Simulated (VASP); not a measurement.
Input of a VASP 6.6.1 run:

INCAR

```
ALGO = Normal ; EDIFF = 1E-7
EDIFFG = -0.005 ; ENCUT = 600
GGA = PS ; IBRION = 2
ISIF = 3 ; ISMEAR = 0
LASPH = T ; LCHARG = F
LREAL = F ; LWAVE = F
NELM = 100 ; NSW = 70
PREC = Accurate ; SIGMA = 0.1
```

File KPOINTS:

```
k-points
0
Gamma
  14 14 14
```

The input POSCAR:

```
MgPd
1.0
    3.1860601229      0.0000000000      0.0000000000
    0.0000000000      3.1860601229      0.0000000000
    0.0000000000      0.0000000000      3.1860601229
Mg Pd
1 1
Direct
    0.0000000000      0.0000000000      0.0000000000
    0.5000000000      0.5000000000      0.5000000000
```

Potentials or basis: VASP PAW PBE potentials, release 64 (Mg, Pd).

Command:

```console
$ cat potpaw_PBE.64/Mg/POTCAR potpaw_PBE.64/Pd/POTCAR > POTCAR
$ mpirun -np 1 vasp_std > vasp.out
```

Q: What does it give for the relaxed volume?

A: 15.50 Å³/atom.

Q: Predict the relaxed cell.

A: a = 3.141 Å, b = 3.141 Å, c = 3.141 Å, α = 90.00°, β = 90.00°, γ = 90.00°.

Step by step:
```
step  energy change (eV)  largest force (eV/Å)  pressure (GPa)  volume (Å³)
   1              0.0000                0.0000           -4.08        32.34
   2             -0.0146                0.0000            1.98        30.45
   3             -0.0179                0.0000            0.01        31.00
```

Caveat: the PAW data sets were made with another functional, which shifts forces and pressure a little.
